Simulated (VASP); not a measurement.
Here is a VASP 6.6.1 calculation.

INCAR

```
ALGO     = Normal         # electronic algorithm
EDIFF    = 1E-7           # SCF threshold, eV
ENCUT    = 520            # plane-wave cutoff, eV
GGA      = PE             # functional
ISIF     = 2              # what is computed and relaxed
ISMEAR   = -1             # smearing method
LASPH    = T              # aspherical terms in the spheres
LCHARG   = F              # write CHGCAR
LREAL    = F              # projectors in reciprocal space
LWAVE    = F              # write WAVECAR
NBANDS   = 18             # bands
NELM     = 100            # most SCF steps
PREC     = Accurate       # precision mode
SIGMA    = 0.05           # smearing width, eV
```

The input KPOINTS:

```
k-points
0
Gamma
  11 11 5
```

Contents of POSCAR:

```
KRu
1.0
    2.8214200000      0.0000000000      0.0000000000
   -1.4107100000      2.4434200000      0.0000000000
    0.0000000000      0.0000000000      5.7468000000
K Ru
1 1
Direct
    0.0000000000      0.0000000000      0.5000000000
    0.6666700000      0.3333300000      0.0000000000
```

Potentials or basis: VASP PAW PBE potentials, release 64 (K_sv, Ru_pv).

Launch:

```console
$ cat potpaw_PBE.64/K_sv/POTCAR potpaw_PBE.64/Ru_pv/POTCAR > POTCAR
$ mpirun -np 1 vasp_std > vasp.out
```

(1) What does it give for the band gap on the k mesh?

(2) What does it give for the pressure?

Answers

(1) none (metal or under the smearing width).

(2) 0.3 GPa.
